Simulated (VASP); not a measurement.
VASP runs on MnGe2 (space group P6/mmm) share one base input (PBE GGA, plane waves, VASP's PBE PAW potentials (set 64)) and change the settings named in each case.

File POSCAR:
```
MnGe2
4.8299990
  0.9235639593   0.0000000000   0.0000000000
 -0.4617820832   0.7998299793   0.0000000000
  0.0000000000   0.0000000000   1.0000000000
Mn Ge
1 2
Direct
  0.0000000000   0.0000000000   0.0000000000
  0.3333330000   0.6666670000   0.5000000000
  0.6666670000   0.3333330000   0.5000000000
```

INCAR:
```
! general
SYSTEM  = MnGe2
PREC    = Accurate
ENCUT   = 300   ! plane-wave cut-off (eV)
LREAL   = .False.   ! projection in real space or not
LASPH   = .True.   ! aspherical one-centre terms

! electronic loop
EDIFF   = 1E-6   ! SCF stop (eV)
NELM    = 100   ! most electronic steps
ALGO    = Normal   ! blocked Davidson
LMAXMIX = 4   ! l cut-off of mixed one-centre charges

! smearing
ISMEAR  = 0   ! Gaussian
SIGMA   = 0.1   ! width (eV)

! functional
GGA     = PE

! spin
ISPIN   = 2
MAGMOM  = 4.0 2*0.0

! ions
ISIF    = 2

! output
LWAVE   = .False.
LCHARG  = .False.
LORBIT  = 11
```

File KPOINTS:
```
Automatic mesh
0
Gamma
4 4 3
0 0 0
```

POTCAR, in this order: Mn_pv Ge_d (PBE.64 set). Program: vasp_std.

```json
[
 {"change": "base run", "E(σ→0) (eV/atom)": "-5.1163", "pressure (GPa)": "-7.49", "−TS (eV)": "-0.0137"},
 {"change": "GGA removed, POTCAR Mn_pv Ge_d (LDA.64 set)", "E(σ→0) (eV/atom)": "-5.4645", "pressure (GPa)": "-10.61", "−TS (eV)": "-0.0125"},
 {"change": "GGA_COMPAT = .FALSE., ISPIN removed, LNONCOLLINEAR = .TRUE., LSORBIT = .TRUE., MAGMOM = 0.0 0.0 4.0 0.0 0.0 0.0 0.0 0.0 0.0, program vasp_ncl", "E(σ→0) (eV/atom)": "-5.1265", "pressure (GPa)": "___", "−TS (eV)": "___"},
 {"change": "KPOINTS 3×3×3 Γ-centred mesh", "E(σ→0) (eV/atom)": "-5.1337", "pressure (GPa)": "-6.51", "−TS (eV)": "-0.0097"}
]
```

### Question
What belongs in the gaps?

### Answer

- GGA_COMPAT = .FALSE., ISPIN removed, LNONCOLLINEAR = .TRUE., LSORBIT = .TRUE., MAGMOM = 0.0 0.0 4.0 0.0 0.0 0.0 0.0 0.0 0.0, program vasp_ncl, pressure (GPa): -7.51
- GGA_COMPAT = .FALSE., ISPIN removed, LNONCOLLINEAR = .TRUE., LSORBIT = .TRUE., MAGMOM = 0.0 0.0 4.0 0.0 0.0 0.0 0.0 0.0 0.0, program vasp_ncl, −TS (eV): -0.0139

Energies of different potentials or functionals have different zeros.  At 300 eV the pressure can carry a Pulay error.

Left out are runs that ran out of time, are held back, or changed the cell or the kind of run, fixed moments of cells without a moment, rows past the twelfth, gaps on odd meshes, pressures of charged cells and columns that move by less than the noise.

The structure was generated: MnGe2 was put into an ordered model structure, which need not be its known phase. The cell was not relaxed at this level.
